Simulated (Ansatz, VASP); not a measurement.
**Cross-check of ZnSe (Stilleite) between VASP and Ansatz**

Aim: how closely do two programs agree when they are given the same cell, functional and k mesh? The cell is taken from a series of runs on this material, whose earlier steps may have relaxed, scaled, displaced or heated it; both programs get it as it stands.

Main program and level: Ansatz 0.2.0; plane waves, with VASP 6.6.1 beside it; G0W0 gap at r2SCAN.

## Step 1: The structure

The structure is cubic, space group F-43m (No. 216). Conventional cell: a = 5.668 Å, b = 5.668 Å, c = 5.668 Å, α = 90.00°, β = 90.00°, γ = 90.00°. Nearest to Zn lie 4 Se at 2.45 Å. Se has 4 Zn at 2.45 Å nearest. Farther neighbours and most contacts between anions are not listed.

Coordinates:

```xyz
2
Lattice="0.0000 2.8338 2.8338 2.8338 0.0000 2.8338 2.8338 2.8338 0.0000" Properties=species:S:1:pos:R:3 pbc="T T T"
Zn    0.0000    0.0000    0.0000
Se    1.4169    1.4169    1.4169
```

## Step 2: VASP: G0W0 gap, r2SCAN

Quasiparticle shifts depend on high empty states and on the cores, so they are the hardest test of two PAW sets.

Lines of VASP's logs that name or quote its potential files are left out, and so is its time.

The run reads the wave functions of an earlier VASP run, which isn't shown here.

Contents of INCAR:

```
SYSTEM = ZnSe
PREC = Accurate
ENCUT = 430
ISMEAR = 0
SIGMA = 0.01
LREAL = .FALSE.
METAGGA = R2SCAN
LASPH = .TRUE.
NBANDS = 120
ALGO = EVGW0
NELMGW = 1
ENCUTGW = 100
NOMEGA = 64
PRECFOCK = Fast
NBANDSGW = 24
LWAVE = .FALSE.
LCHARG = .FALSE.
```

Contents of POSCAR:

```
ZnSe
1.0
    0.0000000000      2.8338000000      2.8338000000
    2.8338000000      0.0000000000      2.8338000000
    2.8338000000      2.8338000000      0.0000000000
Zn Se
1 1
Direct
    0.0000000000      0.0000000000      0.0000000000
    0.2500000000      0.2500000000      0.2500000000
```

Contents of KPOINTS:

```
Automatic mesh
0
Gamma
6 6 6
0 0 0
```

PAW data sets: Zn_sv_GW and Se_GW (PBE family, release 64).

Run with:

```sh
> mpirun -np 8 vasp_std
```

Numbers of over 12 decimals in the logs are rounded to 6 here.

The program printed:

```text
[banner, memory and clock lines left out]
running    8 mpi-ranks, on    1 nodes
 distrk:  each k-point on    8 cores,    1 groups
 distr:  one band on    1 cores,    8 groups

 POSCAR found type information on POSCAR ZnSe
 POSCAR found :  2 types and       2 ions
|                                                                             |
|           W    W    AA    RRRRR   N    N  II  N    N   GGGG   !!!           |
|           W    W   A  A   R    R  NN   N  II  NN   N  G    G  !!!           |
|           W    W  A    A  R    R  N N  N  II  N N  N  G       !!!           |
|           W WW W  AAAAAA  RRRRR   N  N N  II  N  N N  G  GGG   !            |
|           WW  WW  A    A  R   R   N   NN  II  N   NN  G    G                |
|           W    W  A    A  R    R  N    N  II  N    N   GGGG   !!!           |
|                                                                             |
|     For optimal performance we recommend to set                             |
|       NCORE = 2 up to number-of-cores-per-socket                            |
|     NCORE specifies how many cores store one orbital (NPAR=cpu/NCORE).      |
|     This setting can greatly improve the performance of VASP for DFT.       |
|     The default, NCORE=1 might be grossly inefficient on modern             |
|     multi-core architectures or massively parallel machines. Do your        |
|     Unfortunately you need to use the default for GW and RPA                |
|     calculations (for HF NCORE is supported but not extensively tested      |
|     yet).                                                                   |
|                                                                             |

|                                                                             |
|               ----> ADVICE to this user running VASP <----                  |
|                                                                             |
|     You enforced a specific xc type in the INCAR file but a different       |
|     [... a line on the potential file left out ...]
|     I HOPE YOU KNOW WHAT YOU ARE DOING!                                     |
|                                                                             |

|                                                                             |
|           W    W    AA    RRRRR   N    N  II  N    N   GGGG   !!!           |
|           W    W   A  A   R    R  NN   N  II  NN   N  G    G  !!!           |
|           W    W  A    A  R    R  N N  N  II  N N  N  G       !!!           |
|           W WW W  AAAAAA  RRRRR   N  N N  II  N  N N  G  GGG   !            |
|           WW  WW  A    A  R   R   N   NN  II  N   NN  G    G                |
|           W    W  A    A  R    R  N    N  II  N    N   GGGG   !!!           |
|                                                                             |
|     The default for ENCUTGWSOFT is different in this version of VASP.       |
|     please manually set ENCUTGWSOFT =100 in the INCAR file.                 |
|                                                                             |

 LDA part: xc-table for (None), standard interpolation
 found WAVECAR, reading the header
 POSCAR, INCAR and KPOINTS ok, starting setup
 FFT: planning ... GRIDC
 FFT: planning ... GRID_SOFT
 FFT: planning ... GRID
 reading WAVECAR
 the WAVECAR file was read successfully
 initial charge from wavefunction
 available memory per node:     93.27 GB, setting MAXMEM to     95504

 The Fermi energy was updated, please check that it is located mid-gap
 values below the HOMO (VB) or above the LUMO (CB) will cause erroneous energies
 E-fermi :   3.1866

 calculate exact exchange contribution
 the WAVEDER file was read successfully
|                                                                             |
|           W    W    AA    RRRRR   N    N  II  N    N   GGGG   !!!           |
|           W    W   A  A   R    R  NN   N  II  NN   N  G    G  !!!           |
|           W    W  A    A  R    R  N N  N  II  N N  N  G       !!!           |
|           W WW W  AAAAAA  RRRRR   N  N N  II  N  N N  G  GGG   !            |
|           WW  WW  A    A  R   R   N   NN  II  N   NN  G    G                |
|           W    W  A    A  R    R  N    N  II  N    N   GGGG   !!!           |
|                                                                             |
|     Automatic setting of frequency mesh for GW failed. Frequency mesh       |
|     properly not suitable for determining QP energies. Consider             |
|     increasing number of kpoints.                                           |
|                                                                             |

energies w=
    0.000    0.000    1.374    0.000    2.745    0.000    4.110    0.000
    5.467    0.000    6.813    0.000    8.146    0.000    9.466    0.000
   10.769    0.000   12.057    0.000   13.327    0.000   14.580    0.000
   15.817    0.000   17.038    0.000   18.243    0.000   19.435    0.000
   20.613    0.000   21.780    0.000   22.938    0.000   24.087    0.000
   25.231    0.000   26.372    0.000   27.510    0.000   28.650    0.000
   29.792    0.000   30.941    0.000   32.098    0.000   33.266    0.000
   34.449    0.000   35.650    0.000   36.872    0.000   38.120    0.000
   39.397    0.000   40.707    0.000   42.057    0.000   43.451    0.000
   44.895    0.000   46.397    0.000   47.964    0.000   49.604    0.000
   51.328    0.000   53.148    0.000   55.075    0.000   57.125    0.000
   59.316    0.000   61.669    0.000   64.207    0.000   66.960    0.000
   69.963    0.000   73.259    0.000   76.899    0.000   80.947    0.000
   85.483    0.000   90.609    0.000   96.454    0.000  103.189    0.000
  111.040    0.000  120.314    0.000  131.440    0.000  145.033    0.000
  162.011    0.000  183.804    0.000  212.771    0.000  253.100    0.000
 responsefunction array rank=     120
 LDA part: xc-table for (None), standard interpolation

 min. memory requirement per mpi rank    277.4 MB, per node   2218.9 MB

 allocating   8 responsefunctions rank=   120
 shmem allocating  64 responsefunctions rank=   120
 response function shared by NCSHMEM nodes    1
 Doing            8  frequencies on each core in blocks of           64
NQ=   1    0.0000    0.0000    0.0000,
|.........|.........|.........|.........|.........|.........|.........|.........
 performed        693000 updates of chi_q(r,r)
 total number of BLAS operations         70.80 Gflops
NQ=   2    0.1667    0.0000    0.0000,
|.........|.........|.........|.........|.........|.........|.........|.........
 performed       1777000 updates of chi_q(r,r)
 total number of BLAS operations        164.66 Gflops
NQ=   3    0.3333    0.0000    0.0000,
|.........|.........|.........|.........|.........|.........|.........|.........
 performed       2861000 updates of chi_q(r,r)
 total number of BLAS operations        249.71 Gflops
NQ=   4    0.5000    0.0000    0.0000,
|.........|.........|.........|.........|.........|.........|.........|.........
 performed       3807000 updates of chi_q(r,r)
 total number of BLAS operations        338.03 Gflops
NQ=   5    0.1667    0.1667    0.0000,
|.........|.........|.........|.........|.........|.........|.........|.........
 performed       4891000 updates of chi_q(r,r)
 total number of BLAS operations        433.71 Gflops
NQ=   6    0.3333    0.1667    0.0000,
|.........|.........|.........|.........|.........|.........|.........|.........
 performed       6471000 updates of chi_q(r,r)
 total number of BLAS operations        567.82 Gflops
NQ=   7    0.5000    0.1667    0.0000,
|.........|.........|.........|.........|.........|.........|.........|.........
 performed       8051000 updates of chi_q(r,r)
 total number of BLAS operations        707.18 Gflops
NQ=   8   -0.3333    0.1667    0.0000,
|.........|.........|.........|.........|.........|.........|.........|.........
 performed       9631000 updates of chi_q(r,r)
 total number of BLAS operations        841.29 Gflops
NQ=   9   -0.1667    0.1667    0.0000,
|.........|.........|.........|.........|.........|.........|.........|.........
 performed      11026000 updates of chi_q(r,r)
 total number of BLAS operations        950.73 Gflops
NQ=  10    0.3333    0.3333    0.0000,
|.........|.........|.........|.........|.........|.........|.........|.........
 performed      12110000 updates of chi_q(r,r)
 total number of BLAS operations       1044.59 Gflops
NQ=  11    0.5000    0.3333    0.0000,
|.........|.........|.........|.........|.........|.........|.........|.........
 performed      13690000 updates of chi_q(r,r)
 total number of BLAS operations       1176.11 Gflops
NQ=  12   -0.3333    0.3333    0.0000,
|.........|.........|.........|.........|.........|.........|.........|.........
 performed      15085000 updates of chi_q(r,r)
 total number of BLAS operations       1290.02 Gflops
NQ=  13    0.5000    0.5000    0.0000,
|.........|.........|.........|.........|.........|.........|.........|.........
 performed      15950000 updates of chi_q(r,r)
 total number of BLAS operations       1370.81 Gflops
NQ=  14    0.5000    0.3333    0.1667,
|.........|.........|.........|.........|.........|.........|.........|.........
 performed      17702000 updates of chi_q(r,r)
 total number of BLAS operations       1513.86 Gflops
NQ=  15   -0.3333    0.3333    0.1667,
|.........|.........|.........|.........|.........|.........|.........|.........
 performed      19362000 updates of chi_q(r,r)
 total number of BLAS operations       1657.57 Gflops
NQ=  16   -0.3333    0.5000    0.1667,
|.........|.........|.........|.........|.........|.........|.........|.........
 performed      20763000 updates of chi_q(r,r)
 total number of BLAS operations       1778.84 Gflops
 resolving degeneracies of screened two electron integrals

 calculate QP shifts <psi_nk| G(iteration)W_0 |psi_nk>: iteration 1
 entering main loop
```

OUTCAR, selected parts (step 2):

```text
ion  position               nearest neighbor table
   1  0.000  0.000  0.000-   2 2.45   2 2.45   2 2.45   2 2.45
   2  0.250  0.250  0.250-   1 2.45   1 2.45   1 2.45   1 2.45

  LATTYP: Found a face centered cubic cell.
 ALAT       =     5.6676000000

 Subroutine GETGRP returns: Found 24 space group operations
 (whereof 24 operations were pure point group operations)

The static configuration has the point symmetry T_d .

 Found     16 irreducible k-points:

   k-points           NKPTS =     16   k-points in BZ     NKDIM =    216   number of bands    NBANDS=    120

   dimension x,y,z NGX =    28 NGY =   28 NGZ =   28
   dimension x,y,z NGXF=    56 NGYF=   56 NGZF=   56

   ENCUT  =  430.0 eV  31.60 Ry    5.62 a.u.   6.78  6.78  6.78*2*pi/ulx,y,z

   NELECT =      26.0000    total number of electrons

  energy-cutoff  :      430.00
  volume of cell :       45.51
      direct lattice vectors                 reciprocal lattice vectors
     0.000000000  2.833800000  2.833800000    -0.176441527  0.176441527  0.176441527
     2.833800000  0.000000000  2.833800000     0.176441527 -0.176441527  0.176441527
     2.833800000  2.833800000  0.000000000     0.176441527  0.176441527 -0.176441527

 k-points in reciprocal lattice and weights: Automatic mesh
   0.00000000  0.00000000  0.00000000       0.005
   0.16666667  0.00000000  0.00000000       0.037
   0.33333333  0.00000000  0.00000000       0.037
   0.50000000  0.00000000  0.00000000       0.019
   0.16666667  0.16666667  0.00000000       0.028
   0.33333333  0.16666667  0.00000000       0.111
   0.50000000  0.16666667  0.00000000       0.111
  -0.33333333  0.16666667  0.00000000       0.111
  -0.16666667  0.16666667  0.00000000       0.056
[...]
-0.33333333  0.33333333  0.16666667       0.111
  -0.33333333  0.50000000  0.16666667       0.056

 E-fermi :   3.1866

 QP shifts <psi_nk| G(iteration)W_0 |psi_nk>: iteration 1
 for sc-GW calculations column KS-energies equals QP-energies in previous step
 and V_xc(KS)=  KS-energies - (<T + V_ion + V_H > + <T+V_H+V_ion>^1  + <V_x>^1)
 k-point   1 :       0.0000    0.0000    0.0000
  band No.  KS-energies  QP-energies   sigma(KS)   V_xc(KS)     V^pw_x(r,r')   Z            occupation Imag(sigma)
    ...
     10      -4.0062      -5.8221     -34.5821     -32.0845     -42.7869       0.7270       2.0000       0.9103
     11       2.2626       1.7040     -16.1390     -15.4410     -18.0503       0.8003       2.0000       0.3487
     12       2.2626       1.7040     -16.1390     -15.4410     -18.0503       0.8003       2.0000       0.3487
     13       2.2626       1.7040     -16.1390     -15.4410     -18.0503       0.8003       2.0000       0.3487
     14       4.1106       4.6519     -10.0633     -10.7228      -6.7617       0.8209       0.0000      -0.3192
     15       8.5756       9.1156      -9.5441     -10.2046      -5.6758       0.8176       0.0000      -0.4616
     16       8.5756       9.1156      -9.5441     -10.2046      -5.6758       0.8176       0.0000      -0.4616
     17       8.5756       9.1156      -9.5441     -10.2046      -5.6758       0.8176       0.0000      -0.4616
    ...

 k-point   2 :       0.1667    0.0000    0.0000
  band No.  KS-energies  QP-energies   sigma(KS)   V_xc(KS)     V^pw_x(r,r')   Z            occupation Imag(sigma)
    ...
     10      -4.0078      -5.8224     -34.5689     -32.0717     -42.7737       0.7266       2.0000       0.9112
     11       0.4080      -0.2951     -15.6784     -14.7955     -17.8463       0.7963       2.0000       0.4321
     12       2.0073       1.4255     -15.8610     -15.1335     -17.7898       0.7997       2.0000       0.3598
     13       2.0073       1.4255     -15.8610     -15.1335     -17.7898       0.7997       2.0000       0.3598
     14       5.3191       5.9110     -10.3780     -11.1027      -7.0129       0.8168       0.0000      -0.3473
     15       8.6309       9.1623      -9.6430     -10.2930      -5.8113       0.8175       0.0000      -0.4749
     16       8.9880       9.5480      -9.6619     -10.3479      -5.7164       0.8164       0.0000      -0.4863
     17       8.9880       9.5480      -9.6619     -10.3479      -5.7164       0.8164       0.0000      -0.4863
    ...

 k-point   3 :       0.3333    0.0000    0.0000
  band No.  KS-energies  QP-energies   sigma(KS)   V_xc(KS)     V^pw_x(r,r')   Z            occupation Imag(sigma)
    ...
     10      -3.9999      -5.8152     -34.6084     -32.1121     -42.8247       0.7272       2.0000       0.9131
     11      -1.8221      -2.7670     -16.2182     -15.0135     -19.3494       0.7844       2.0000       0.6439
     12       1.5708       0.9522     -15.4098     -14.6347     -17.3854       0.7982       2.0000       0.3823
     13       1.5708       0.9522     -15.4098     -14.6347     -17.3854       0.7982       2.0000       0.3823
     14       5.4509       6.0419     -10.0769     -10.7986      -6.5883       0.8189       0.0000      -0.3610
     15       9.2424       9.7813      -9.5790     -10.2390      -5.6506       0.8167       0.0000      -0.4969
     16       9.2424       9.7813      -9.5790     -10.2390      -5.6506       0.8167       0.0000      -0.4969
     17      10.3624      10.9105      -9.3315     -10.0049      -5.1126       0.8140       0.0000      -0.6203
    ...

 k-point   4 :       0.5000    0.0000    0.0000
  band No.  KS-energies  QP-energies   sigma(KS)   V_xc(KS)     V^pw_x(r,r')   Z            occupation Imag(sigma)
    ...
     10      -3.8487      -5.6406     -34.3146     -31.8649     -42.4502       0.7315       2.0000       0.9248
     11      -3.0408      -3.9404     -12.5378     -11.3962     -15.2520       0.7880       2.0000       0.7551
     12       1.3781       0.7469     -15.1981     -14.4059     -17.1925       0.7968       2.0000       0.3926
     13       1.3781       0.7469     -15.1981     -14.4059     -17.1925       0.7968       2.0000       0.3926
     14       5.3059       5.8876     -10.1391     -10.8491      -6.6951       0.8194       0.0000      -0.3541
     15       9.1284       9.6432      -9.4939     -10.1231      -5.6355       0.8182       0.0000      -0.4861
     16       9.1284       9.6432      -9.4939     -10.1231      -5.6355       0.8182       0.0000      -0.4861
     17      11.3240      11.6795      -8.1499      -8.5851      -3.8045       0.8169       0.0000      -0.6898
    ...

[... 4 further parts left out ...]
```

(Continued in part 2 of 2.)

[Lines on the potential files, build, host, timing and source positions are cut from VASP's logs without a mark.]

[Logs are printed without paths, hosts, clocks, repeated set-up lines and the standing remarks that a program may print on its own settings, such as how far it seeks lower states.]

[Hosts, paths, dates, database ids (printed as entryN), source tags and the programs' standing remarks are cut or masked in the printed files.]
